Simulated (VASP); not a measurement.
# LaOsN3 (Pm-3m) in VASP: further runs

One crystal, LaOsN3, is run at these levels: LDA; tasks: single point.

Program: VASP 6.6.1. These are calculated values, not measurements. Logs are shortened: lines on timing, memory, paths and dates and some standing lists are left out, and cuts for length are marked.

### 1 The structure

It takes space group Pm-3m (No. 221, cubic). The conventional cell has a = 3.951 Å, b = 3.951 Å, c = 3.951 Å, α = 90.00°, β = 90.00°, γ = 90.00°. La (site symmetry m-3m) has 12 N at 2.79 Å as nearest neighbours. Os (site symmetry m-3m) is surrounded by 6 N at 1.98 Å. N (site symmetry 4/mmm) has 2 Os at 1.98 Å as nearest neighbours.

The cell comes from a database or a generator and needn't be the stable form of this composition.

### 2 Single point, LDA

Input file INCAR:

```
SYSTEM = LaOsN3
PREC = Accurate
ENCUT = 520
EDIFF = 1E-6
ISMEAR = 1
SIGMA = 0.5
LREAL = .FALSE.
LASPH = .TRUE.
NELM = 100
ALGO = Normal
ISIF = 2
LWAVE = .FALSE.
LCHARG = .TRUE.
LELF = .TRUE.
LVHAR = .TRUE.
NBANDS = 25
```

Input file KPOINTS:

```
regular mesh
0
G
  7 7 7
  0 0 0
```

Input file POSCAR:

```
LaOsN3
1.0
    3.9505550000      0.0000000000      0.0000000000
    0.0000000000      3.9505550000      0.0000000000
    0.0000000000      0.0000000000      3.9505550000
La Os N
1 1 3
Direct
    0.5000000000      0.5000000000      0.5000000000
    0.0000000000      0.0000000000      0.0000000000
    0.5000000000      0.0000000000      0.0000000000
    0.0000000000      0.5000000000      0.0000000000
    0.0000000000      0.0000000000      0.5000000000
```

Potentials or basis: VASP PAW LDA potentials, release 64 (La, Os, N).

On the command line:

```bash
$ cat potpaw_LDA.64/La/POTCAR potpaw_LDA.64/Os/POTCAR potpaw_LDA.64/N/POTCAR > POTCAR
$ mpirun -np 1 vasp_std > vasp.out
```

OUTCAR:

```text
SYSTEM = LaOsN3
   PREC = Accurate
   ENCUT = 520
   EDIFF = 1E-6
   ISMEAR = 1
   LREAL = .FALSE.
   LASPH = .TRUE.
   NELM = 100
   ISIF = 2

 ion  position               nearest neighbor table
   1  0.500  0.500  0.500-   2 3.42   2 3.42   2 3.42   2 3.42   2 3.42   2 3.42   2 3.42   2 3.42

   2  0.000  0.000  0.000-   3 1.98   4 1.98   5 1.98   5 1.98   4 1.98   3 1.98   1 3.42   1 3.42
                             1 3.42   1 3.42   1 3.42   1 3.42   1 3.42   1 3.42
   3  0.500  0.000  0.000-   2 1.98   2 1.98
   4  0.000  0.500  0.000-   2 1.98   2 1.98
   5  0.000  0.000  0.500-   2 1.98   2 1.98

  LATTYP: Found a simple cubic cell.
 ALAT       =     3.9505550000

  Lattice vectors:

 A1 = (   3.9505550000,   0.0000000000,   0.0000000000)
 A2 = (   0.0000000000,   3.9505550000,   0.0000000000)
 A3 = (   0.0000000000,   0.0000000000,   3.9505550000)

Analysis of symmetry for initial positions (statically):
=====================================================================
 Subroutine PRICEL returns:
 Original cell was already a primitive cell.

 Routine SETGRP: Setting up the symmetry group for a
 simple cubic supercell.

 Subroutine GETGRP returns: Found 48 space group operations
 (whereof 48 operations were pure point group operations)
 out of a pool of 48 trial point group operations.

The static configuration has the point symmetry O_h .

Analysis of symmetry for dynamics (positions and initial velocities):
=====================================================================
 Subroutine PRICEL returns:
 Original cell was already a primitive cell.

 Routine SETGRP: Setting up the symmetry group for a
 simple cubic supercell.

 Subroutine GETGRP returns: Found 48 space group operations
 (whereof 48 operations were pure point group operations)
 out of a pool of 48 trial point group operations.

The dynamic configuration has the point symmetry O_h .

 Subroutine INISYM returns: Found 48 space group operations
 (whereof 48 operations are pure point group operations),
 and found     1 'primitive' translations

----------------------------------------------------------------------------------------

                                     Primitive cell

  volume of cell :      61.6559

  direct lattice vectors                    reciprocal lattice vectors
     3.950555000  0.000000000  0.000000000     0.253128991  0.000000000  0.000000000
     0.000000000  3.950555000  0.000000000     0.000000000  0.253128991  0.000000000
     0.000000000  0.000000000  3.950555000     0.000000000  0.000000000  0.253128991

  length of vectors
     3.950555000  3.950555000  3.950555000     0.253128991  0.253128991  0.253128991

  position of ions in fractional coordinates (direct lattice)
     0.500000000  0.500000000  0.500000000
     0.000000000  0.000000000  0.000000000
     0.500000000  0.000000000  0.000000000
     0.000000000  0.500000000  0.000000000
     0.000000000  0.000000000  0.500000000

  ion indices of the primitive-cell ions
   primitive index   ion index
                 1           1
                 2           2
                 3           3
                 4           4
                 5           5

----------------------------------------------------------------------------------------

 KPOINTS: regular mesh

Automatic generation of k-mesh.
 Grid dimensions read from file:
 generate k-points for:    7    7    7

 Generating k-lattice:

  Cartesian coordinates                     Fractional coordinates (reciprocal lattice)
     0.036161284  0.000000000  0.000000000     0.142857143  0.000000000  0.000000000
     0.000000000  0.036161284  0.000000000     0.000000000  0.142857143  0.000000000
     0.000000000  0.000000000  0.036161284     0.000000000  0.000000000  0.142857143

  Length of vectors
     0.036161284  0.036161284  0.036161284

  Shift w.r.t. Gamma in fractional coordinates (k-lattice)
     0.000000000  0.000000000  0.000000000

 Subroutine IBZKPT returns following result:
 ===========================================

 Found     20 irreducible k-points:

 Following reciprocal coordinates:
            Coordinates               Weight
  0.000000  0.000000  0.000000      1.000000
  0.142857  0.000000  0.000000      6.000000
  0.285714  0.000000  0.000000      6.000000
  0.428571  0.000000  0.000000      6.000000
  0.142857  0.142857  0.000000     12.000000
  0.285714  0.142857  0.000000     24.000000
[... 12 lines left out ...]
  0.428571  0.428571  0.285714     24.000000
  0.428571  0.428571  0.428571      8.000000
   k-points           NKPTS =     20   k-points in BZ     NKDIM =     20   number of bands    NBANDS=     25
   number of dos      NEDOS =    301   number of ions     NIONS =      5
   total plane-waves  NPLWV =  27000
   dimension x,y,z NGX =    30 NGY =   30 NGZ =   30
   dimension x,y,z NGXF=    60 NGYF=   60 NGZF=   60
   ions per type =               1   1   3
   NGX,Y,Z   is equivalent  to a cutoff of  12.62, 12.62, 12.62 a.u.
   NGXF,Y,Z  is equivalent  to a cutoff of  25.25, 25.25, 25.25 a.u.
 SYSTEM =  LaOsN3
   PREC   = accura    normal or accurate (medium, high low for compatibility)
   ISTART =      0    job   : 0-new  1-cont  2-samecut
   ICHARG =      2    charge: 1-file 2-atom 10-const
   ISPIN  =      1    spin polarized calculation?
   LNONCOLLINEAR =      F non collinear calculations
   LSORBIT =      F    spin-orbit coupling
   LASPH  =      T    aspherical Exc in radial PAW
   ENCUT  =  520.0 eV  38.22 Ry    6.18 a.u.   7.35  7.35  7.35*2*pi/ulx,y,z
   NELM   =    100;   NELMIN=  2; NELMDL= -5     # of ELM steps
   EDIFF  = 0.1E-05   stopping-criterion for ELM
   LREAL  =      F    real-space projection
   EDIFFG = 0.1E-04   stopping-criterion for IOM
   NSW    =      0    number of steps for IOM
   IBRION =     -1    ionic relax: 0-MD 1-quasi-New 2-CG
   NFREE  =      0    steps in history (QN), initial steepest desc. (CG)
   ISIF   =      2    stress and relaxation
   ISYM   =      2    0-nonsym 1-usesym 2-fastsym
   POTIM  = 0.5000    time-step for ionic-motion
   TEBEG  =    0.0;   TEEND  =   0.0 temperature during run
   PSTRESS=    0.0 pullay stress
   NELECT =      34.0000    total number of electrons
   NUPDOWN=      -1.0000    fix difference up-down
   EMIN   =  10.00;   EMAX   =-10.00  energy-range for DOS
   EFERMI =   0.00;   METHOD = LEGACY
   ISMEAR =     1;   SIGMA  =   0.50  broadening in eV -4-tet -1-fermi 0-gaus
   EFERMI_NEDOS =   21; number of points for ismear=-14 and -15
   IALGO  =     38    algorithm
   IMIX   =      4    mixing-type and parameters
     AMIX     =   0.40;   BMIX     =  1.00
     AMIX_MAG =   1.60;   BMIX_MAG =  1.00
  volume/ion in A,a.u.               =      12.33        83.21
  Fermi-wavevector in a.u.,A,eV,Ry     =   1.342486  2.536930 24.521345  1.802268
  Thomas-Fermi vector in A             =   2.470636
   LORBIT       =      0    0 simple, 1 ext, 2 COOP (PROOUT), +10 PAW based schemes
   GGA     = CA    functional components
   LHFCALC =     F    Hartree Fock is set to
   AEXX    =    0.0000 exact exchange contribution
   IVDW    =     0    specifies the selected vdW correction
   LEPSILON=     F    determine dielectric tensor
   LRPA    =     F    only Hartree local field effects (RPA)
 non-spin polarized calculation
 Methfessel and Paxton  Order N= 1 SIGMA  =   0.50
  energy-cutoff  :      520.00
  volume of cell :       61.66
 maximum number of plane-waves:      1677
 NGX is ok and might be reduce to    30
   NGX = 15   NGY = 15   NGZ = 15

 number of electron      34.0000004 magnetization

 Free energy of the ion-electron system (eV)
  ---------------------------------------------------
  ext. energy  EPLUGINS =         0.00000000
  ---------------------------------------------------
  free energy    TOTEN  =       -47.99981419 eV

  energy without entropy =      -47.98765581  energy(sigma->0) =      -47.99576140

 E-fermi :   9.0141     XC(G=0): -12.3828

 val. band max:        8.9903992309   @ k =   0.2857   0.2857   0.0000
 cond. band min:       9.0310065670   @ k =   0.2857   0.2857   0.0000
 fundamental gap:      0.0406073361
 Fermi energy:         9.0140781396

 k-point     1 :       0.0000    0.0000    0.0000
  band No.  band energies     occupation
      1     -22.9481      2.00000
      2      -7.1532      2.00000
      3      -6.6512      2.00000
      4      -6.6512      2.00000
      5      -6.6512      2.00000
      6      -5.6003      2.00000
[... 17 lines left out ...]
     24      11.7398     -0.00000
     25      12.0233     -0.00000

 k-point     2 :       0.1429    0.0000    0.0000
  band No.  band energies     occupation
      1     -22.9376      2.00000
      2      -7.6715      2.00000
      3      -6.6350      2.00000
      4      -6.6350      2.00000
      5      -6.2454      2.00000
      6      -5.5825      2.00000
[... 17 lines left out ...]
     24      11.9787     -0.00000
     25      11.9893     -0.00000

 k-point     3 :       0.2857    0.0000    0.0000
  band No.  band energies     occupation
      1     -22.9139      2.00000
      2      -8.2902      2.00000
      3      -6.5981      2.00000
      4      -6.5981      2.00000
      5      -5.5939      2.00000
      6      -5.5411      2.00000
[... 17 lines left out ...]
     24      11.9287     -0.00000
     25      11.9794     -0.00000

 k-point     4 :       0.4286    0.0000    0.0000
  band No.  band energies     occupation
      1     -22.8947      2.00000
      2      -8.6474      2.00000
      3      -6.5680      2.00000
      4      -6.5680      2.00000
      5      -5.5073      2.00000
      6      -4.9039      2.00000
[... 17 lines left out ...]
     24      11.9006     -0.00000
     25      12.1804     -0.00000
[... 365 lines left out ...]
 k-point    18 :       0.4286    0.2857    0.2857
  band No.  band energies     occupation
      1     -22.8393      2.00000
      2      -7.7628      2.00000
      3      -7.2466      2.00000
      4      -6.9865      2.00000
      5      -5.0395      2.00000
      6      -4.7702      2.00000
[... 17 lines left out ...]
     24      11.9129     -0.00000
     25      11.9447     -0.00000

 k-point    19 :       0.4286    0.4286    0.2857
  band No.  band energies     occupation
      1     -22.8239      2.00000
      2      -7.4882      2.00000
      3      -7.3878      2.00000
      4      -6.9505      2.00000
      5      -5.3004      2.00000
      6      -4.3447      2.00000
[... 17 lines left out ...]
     24      11.9752     -0.00000
     25      12.0018     -0.00000

 k-point    20 :       0.4286    0.4286    0.4286
  band No.  band energies     occupation
      1     -22.8087      2.00000
      2      -7.2790      2.00000
      3      -7.1913      2.00000
      4      -7.1913      2.00000
      5      -4.7033      2.00000
      6      -4.7033      2.00000
[... 17 lines left out ...]
     24      12.0939     -0.00000
     25      12.0939     -0.00000

------------------------ aborting loop because EDIFF is reached ----------------------------------------

  FORCE on cell =-STRESS in cart. coord.  units (eV):
  Direction    XX          YY          ZZ          XY          YZ          ZX
  --------------------------------------------------------------------------------------
  -------------------------------------------------------------------------------------
  Total       -4.5838269     -4.5838269     -4.5838269      0.0000000     -0.0000000      0.0000000
  in kB     -119.1144504   -119.1144504   -119.1144504      0.0000000     -0.0000000      0.0000000
  external PRESSURE =    -119.1144504 kB  Pullay stress =       0.0000000 kB

 VOLUME and BASIS-vectors are now :
 -----------------------------------------------------------------------------
  energy-cutoff  :      520.00
  volume of cell :       61.66
      direct lattice vectors                 reciprocal lattice vectors
     3.950555000  0.000000000  0.000000000     0.253128991  0.000000000  0.000000000
     0.000000000  3.950555000  0.000000000     0.000000000  0.253128991  0.000000000
     0.000000000  0.000000000  3.950555000     0.000000000  0.000000000  0.253128991

 POSITION                                       TOTAL-FORCE (eV/Angst)
 -----------------------------------------------------------------------------------
      1.97528      1.97528      1.97528         0.000000      0.000000      0.000000
      0.00000      0.00000      0.00000         0.000000      0.000000      0.000000
      1.97528      0.00000      0.00000         0.000000      0.000000      0.000000
      0.00000      1.97528      0.00000         0.000000      0.000000      0.000000
      0.00000      0.00000      1.97528         0.000000      0.000000      0.000000
 -----------------------------------------------------------------------------------
    total drift:                                0.000000     -0.000000      0.000000

  FREE ENERGIE OF THE ION-ELECTRON SYSTEM (eV)
  ---------------------------------------------------
  free  energy   TOTEN  =       -47.9998141921 eV

  energy  without entropy=      -47.9876558085  energy(sigma->0) =      -47.99576140
```

It took 29 s on 1 thread of Intel Xeon Platinum 8488C (Sapphire Rapids), shared host; peak memory 0.18 GiB.

What came out:

```
Free energy            : -47.9998 eV
Pressure               : -11.9 GPa
Band gap on the k mesh : none (metal or under the smearing width)
```

Spin-orbit coupling is left out, which matters for the levels of La, Os.

[end of part 1 of 2]
